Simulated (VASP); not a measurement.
VASP runs on ZrS2 share one base input (PBE GGA, plane waves, VASP's PBE PAW potentials (set 64)) and change the settings named in each case.

INCAR:
```
ALGO = Normal
EDIFF = 1E-6
ENCUT = 300
GGA = PE
ISIF = 2
ISMEAR = 0
LASPH = T
LCHARG = F
LMAXMIX = 4
LREAL = F
LWAVE = F
NELM = 100
PREC = Accurate
SIGMA = 0.1
SYSTEM = ZrS2
```

File KPOINTS:
```
Automatic mesh
0
Gamma
5 5 1
0 0 0
```

### POSCAR
```
ZrS2
1
    3.6600000000     0.0000000000     0.0000000000
   -1.8300000000     3.1696530000     0.0000000000
    0.0000000000     0.0000000000    18.7300000000
Zr S
2 4
Direct
  0.0000000000   0.0000000000   0.3446340000
  0.0000000000   0.0000000000   0.6553660000
  0.3333330000   0.6666670000   0.4223170000
  0.6666670000   0.3333330000   0.2669510000
  0.3333330000   0.6666670000   0.7330490000
  0.6666670000   0.3333330000   0.5776830000
```

POTCAR, in this order: Zr_sv S (PBE.64 set). Program: vasp_std.

```
change                                                                                                                                                              E(σ→0) (eV/atom)  largest force (eV/Å)
------------------------------------------------------------------------------------------------------------------------------------------------------------------  ----------------  --------------------
base run                                                                                                                                                                     -7.1260                 0.068
GGA removed, POTCAR Zr_sv S (LDA.64 set)                                                                                                                                     -7.7508                 0.432
GGA_COMPAT = .FALSE., LNONCOLLINEAR = .TRUE., LSORBIT = .TRUE., MAGMOM = 0.0 0.0 0.0 0.0 0.0 0.0 0.0 0.0 0.0 0.0 0.0 0.0 0.0 0.0 0.0 0.0 0.0 0.0, program vasp_ncl           -7.1493                 0.068
KPOINTS 2×2×1 Γ-centred mesh                                                                                                                                                 -6.8193                 0.465
LDAU = .TRUE., LDAUJ = 0 0, LDAUL = 2 -1, LDAUTYPE = 2, LDAUU = 8.0 0                                                                                                        -5.7119                 0.891
```
 Energies of different potentials or functionals have different zeros.  The cell holds a wide vacuum, so values per volume refer to the whole cell.

Left out are runs that ran out of time, are held back, or changed the cell or the kind of run, fixed moments of cells without a moment, rows past the twelfth, gaps on odd meshes, pressures of charged cells and columns that move by less than the noise.

The cell is a sheet or thin cut with vacuum, built from a generated structure.
